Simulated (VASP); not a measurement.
```
CELL_PARAMETERS angstrom
      0.00000     3.49087     3.49087
      3.49087     0.00000     3.49087
      3.49087     3.49087     0.00000
ATOMIC_POSITIONS crystal
  Rb 0.00000 0.00000 0.00000
  Br 0.50000 0.50000 0.50000
```

The numbers are results of AM05 GGA, VASP's PBE PAW potentials (set 64) (plane waves; VASP), not measurements. Numerical set-up: 520 eV cut-off, 7×7×7 Γ-centred mesh, Gaussian smearing of 0.050 eV, potentials Rb_sv Br.

**Question.** The job: RbBr (rock salt), 2 atoms, AM05, static run, 520 eV, 7×7×7 Γ-centred mesh. Roughly how much core time does it take on a busy server core?

**Answer.** About 20 core-seconds (one run on a shared machine, a rough figure). It had 20 irreducible k-points, 12 bands, up to 2302 plane waves and 15 electronic steps.

The compound is RbBr in the rock salt structure. It was relaxed first.
